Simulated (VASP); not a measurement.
These are revTPSS meta-GGA, VASP's PBE PAW potentials (set 64) (plane waves; VASP 6.6.1) values and carry that method's errors.

VASP input:

### KPOINTS
```
Automatic mesh
0
G
14 14 14
0 0 0
```

### INCAR
```
# general
SYSTEM  = Al
PREC    = Accurate
ENCUT   = 520
LREAL   = .False.
LASPH   = .True.

# electronic loop
EDIFF   = 1E-6   # SCF stop (eV)
NELM    = 100
ALGO    = Normal   # blocked Davidson
LMIXTAU = .True.

# smearing
ISMEAR  = 1   # Methfessel-Paxton
SIGMA   = 0.1   # width (eV)

# functional
METAGGA = RTPSS

# ions
IBRION  = 2   # conjugate gradients
NSW     = 60
ISIF    = 3   # ions, shape and volume
EDIFFG  = -0.01

# output
LWAVE   = .False.
LCHARG  = .False.
```

POSCAR:
```
Al
1
    0.0000000000     2.0250000000     2.0250000000
    2.0250000000     0.0000000000     2.0250000000
    2.0250000000     2.0250000000     0.0000000000
Al
1
Direct
  0.0000000000   0.0000000000   0.0000000000
```

POTCAR, in this order: Al (PBE.64 set). Program: vasp_std.

Output of the run:

### OSZICAR
```
       N       E                     dE             d eps       ncg     rms          rms(c)
DAV:   1     0.237568956877E+02    0.23757E+02   -0.17322E+03  1515   0.103E+03
DAV:   2     0.124018700702E+02   -0.11355E+02   -0.11010E+02  2080   0.206E+02
DAV:   3     0.117948980320E+02   -0.60697E+00   -0.54574E+00  2065   0.479E+01
DAV:   4     0.117500832085E+02   -0.44815E-01   -0.44845E-01  2075   0.141E+01
DAV:   5     0.117454292491E+02   -0.46540E-02   -0.46568E-02  2080   0.478E+00    0.221E+00
DAV:   6    -0.530484683866E+01   -0.17050E+02   -0.35333E+01  1050   0.585E+01    0.207E+00
DAV:   7    -0.531759921463E+01   -0.12752E-01   -0.80635E-02  1620   0.292E+00    0.322E+00
DAV:   8    -0.528685132178E+01    0.30748E-01   -0.20054E-02  1145   0.249E+00    0.408E+00
DAV:   9    -0.493937817637E+01    0.34747E+00   -0.52361E-01  1055   0.125E+01    0.179E+01
DAV:  10    -0.529745362259E+01   -0.35808E+00   -0.50563E-01  1040   0.110E+01    0.189E+01
DAV:  11    -0.530262913614E+01   -0.51755E-02   -0.77227E-04  1515   0.332E-01    0.187E+01
DAV:  12    -0.530090165370E+01    0.17275E-02   -0.32869E-04  1115   0.243E-01    0.156E+01
DAV:  13    -0.529851477472E+01    0.23869E-02   -0.44477E-04  1210   0.261E-01    0.147E+01
DAV:  14    -0.528453214533E+01    0.13983E-01   -0.21469E-03  1055   0.705E-01    0.123E+01
DAV:  15    -0.528822404159E+01   -0.36919E-02   -0.55632E-03  1040   0.125E+00    0.695E+00
DAV:  16    -0.528996612869E+01   -0.17421E-02   -0.33286E-03  1140   0.862E-01    0.312E+00
DAV:  17    -0.529060005285E+01   -0.63392E-03   -0.11110E-03  1065   0.507E-01    0.158E+00
DAV:  18    -0.529041869345E+01    0.18136E-03   -0.75781E-04  1120   0.378E-01    0.541E-01
DAV:  19    -0.529145066317E+01   -0.10320E-02   -0.25797E-04  1075   0.245E-01    0.230E-01
DAV:  20    -0.529187591859E+01   -0.42526E-03   -0.91937E-05  1185   0.821E-02    0.175E-02
DAV:  21    -0.529184223952E+01    0.33679E-04   -0.48053E-06  1210   0.286E-02    0.761E-03
DAV:  22    -0.529189442080E+01   -0.52181E-04   -0.12015E-05  1050   0.579E-02    0.159E-02
DAV:  23    -0.529189732149E+01   -0.29007E-05   -0.18428E-06  1085   0.203E-02    0.116E-02
DAV:  24    -0.529189833782E+01   -0.10163E-05   -0.56835E-07   850   0.130E-02    0.136E-03
DAV:  25    -0.529189855300E+01   -0.21518E-06   -0.30883E-07   570   0.929E-03
   1 F= -.52918986E+01 E0= -.52920276E+01  d E =-.529190E+01
       N       E                     dE             d eps       ncg     rms          rms(c)
DAV:   1    -0.529691069148E+01   -0.50124E-02   -0.88820E-02  1335   0.194E+00    0.475E-01
DAV:   2    -0.529708769107E+01   -0.17700E-03   -0.82093E-04  1095   0.232E-01    0.944E-02
DAV:   3    -0.529698370427E+01    0.10399E-03   -0.70951E-05  1245   0.601E-02    0.688E-02
DAV:   4    -0.529670344679E+01    0.28026E-03   -0.69638E-05  1240   0.545E-02    0.393E-02
DAV:   5    -0.529691626653E+01   -0.21282E-03   -0.24343E-05  1060   0.366E-02    0.167E-02
DAV:   6    -0.529695629482E+01   -0.40028E-04   -0.30801E-06  1050   0.134E-02    0.102E-03
DAV:   7    -0.529695710818E+01   -0.81336E-06   -0.17626E-07   555   0.390E-03
   2 F= -.52969571E+01 E0= -.52969601E+01  d E =-.505856E-02
       N       E                     dE             d eps       ncg     rms          rms(c)
DAV:   1    -0.529719559628E+01   -0.23930E-03   -0.25146E-03  1335   0.325E-01    0.803E-02
DAV:   2    -0.529719668691E+01   -0.10906E-05   -0.24097E-05  1090   0.392E-02    0.158E-02
DAV:   3    -0.529719268877E+01    0.39981E-05   -0.19845E-06  1235   0.102E-02    0.114E-02
DAV:   4    -0.529718169365E+01    0.10995E-04   -0.21175E-06  1150   0.943E-03    0.661E-03
DAV:   5    -0.529718905078E+01   -0.73571E-05   -0.81250E-07  1035   0.667E-03    0.283E-03
DAV:   6    -0.529719033525E+01   -0.12845E-05   -0.99672E-08   520   0.245E-03    0.101E-04
DAV:   7    -0.529719036145E+01   -0.26193E-07   -0.57260E-09   520   0.788E-04
   3 F= -.52971904E+01 E0= -.52972197E+01  d E =-.529181E-02
```

### OUTCAR
```
------------------------ aborting loop because EDIFF is reached ----------------------------------------
  FORCE on cell =-STRESS in cart. coord.  units (eV):
  Direction    XX          YY          ZZ          XY          YZ          ZX
  --------------------------------------------------------------------------------------
  Total        0.0008017      0.0008017      0.0008017     -0.0000000      0.0000000      0.0000000
  in kB        0.0801455      0.0801455      0.0801455     -0.0000000      0.0000000      0.0000000
  external PRESSURE =       0.0801455 kB  Pullay stress =       0.0000000 kB
  volume of cell :       16.03
      direct lattice vectors                 reciprocal lattice vectors
    -0.000000000  2.001147889  2.001147889    -0.249856596  0.249856596  0.249856596
     2.001147889 -0.000000000  2.001147889     0.249856596 -0.249856596  0.249856596
     2.001147889  2.001147889  0.000000000     0.249856596  0.249856596 -0.249856596
 POSITION                                       TOTAL-FORCE (eV/Angst)
 -----------------------------------------------------------------------------------
      0.00000      0.00000      0.00000         0.000000      0.000000     -0.000000
 -----------------------------------------------------------------------------------
    total drift:                                0.000000      0.000000      0.000000
  FREE ENERGIE OF THE ION-ELECTRON SYSTEM (eV)
  ---------------------------------------------------
  free  energy   TOTEN  =        -5.2971903614 eV

  energy  without entropy=       -5.2972783417  energy(sigma->0) =       -5.29721969

 reached required accuracy - stopping structural energy minimisation
```
(Selected blocks of OUTCAR.)

CONTCAR:
```
Al
   1.00000000000000
    -0.0000000000000000    2.0011478890045500    2.0011478890045500
     2.0011478890045500   -0.0000000000000000    2.0011478890045500
     2.0011478890045500    2.0011478890045500    0.0000000000000000
  Al
     1
Direct
     0.0000000000000000    0.0000000000000000    0.0000000000000000
```

Energy and stress use the plane-wave basis of the starting cell.

The compound is Al in the fcc structure. This run relaxes it. Symmetry was kept, so distortions that lower it aren't found.
